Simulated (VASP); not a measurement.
Input:

```
PbO
1.0
    3.81934     0.00000     0.00000
    0.00000     3.81934     0.00000
    0.00000     0.00000     3.97478
Pb O
2 2
Direct
  0.50000   0.00000   0.70568
  0.00000   0.50000   0.29432
  0.50000   0.50000   0.00000
  0.00000   0.00000   0.00000
```

Level of theory: LDA (Ceperley-Alder, Perdew-Zunger), VASP's LDA PAW potentials (set 64) (plane waves; VASP). Run with 620 eV cut-off, 6×6×6 Γ-centred mesh, Gaussian smearing of 0.050 eV, potentials Pb_d O.

Problem. The ions, cell shape and volume at an external pressure of 20.0 GPa are relaxed. What does this cell relax into?

Solution. 
```
PbO
1.0
    3.91445     0.00000     0.00000
    0.00000     3.91445     0.00000
    0.00000     0.00000     3.73485
Pb O
2 2
Direct
  0.50000   0.00000   0.69835
  0.00000   0.50000   0.30165
  0.50000   0.50000   0.00000
  0.00000   0.00000   0.00000
```
Space group P4/nmm (129), at a tolerance of 0.03 Å.

Problem. How do energy and volume change from the first to the last step?

Solution. The energy (σ→0) changes by +15.8 meV/atom and the volume by -1.3 %, in 8 ionic steps.

| step | E(σ→0) (eV) | max force (eV/Å) | pressure (GPa) | volume (Å³) |
|---|---|---|---|---|
| 1 | -23.6228 | 0.059 | 20.29 | 57.98 |
| 2 | -23.6589 | 0.038 | 19.64 | 58.20 |
| 3 | -23.7065 | 0.181 | 18.56 | 58.54 |
| 4 | -23.6549 | 0.264 | 19.70 | 58.08 |
| 5 | -23.6078 | 0.334 | 20.74 | 57.69 |
| 6 | -23.6012 | 0.202 | 20.34 | 57.59 |
| 7 | -23.5814 | 0.023 | 19.68 | 57.40 |
| 8 | -23.5596 | 0.009 | 20.17 | 57.23 |

The compound is PbO in the litharge structure. This run relaxes it under an external pressure of 20 GPa. Symmetry was kept, so distortions that lower it aren't found.
